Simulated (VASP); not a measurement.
Given:

```
CoTi
1.0
    2.94531     0.00000     0.00000
    0.00000     2.94531     0.00000
    0.00000     0.00000     2.94531
Ti Co
1 1
Direct
  0.00000   0.00000   0.00000
  0.50000   0.50000   0.50000
```

Computed with SCAN meta-GGA, VASP's PBE PAW potentials (set 64) (plane waves; VASP 6.6.1). Numerical set-up: 520 eV cut-off, 11×11×11 Γ-centred mesh, first-order Methfessel-Paxton smearing of 0.10 eV, potentials Ti_sv Co.

What does the run give for the energy per atom (σ→0), band gap (on the k-mesh) with the smallest direct gap where there is one?

- band gap (on the k-mesh): none (metal, semimetal or under 0.01 eV)
- energy per atom (σ→0): -16.972 eV/atom

Only differences to runs with the same potentials and settings are physical.

The compound is TiCo in the CsCl type structure. It was relaxed first. The start is the result of an earlier pass. The run is not spin-polarised, so no magnetic state was tried. The electron count is odd and the run is not spin-polarised, which forces a metal.
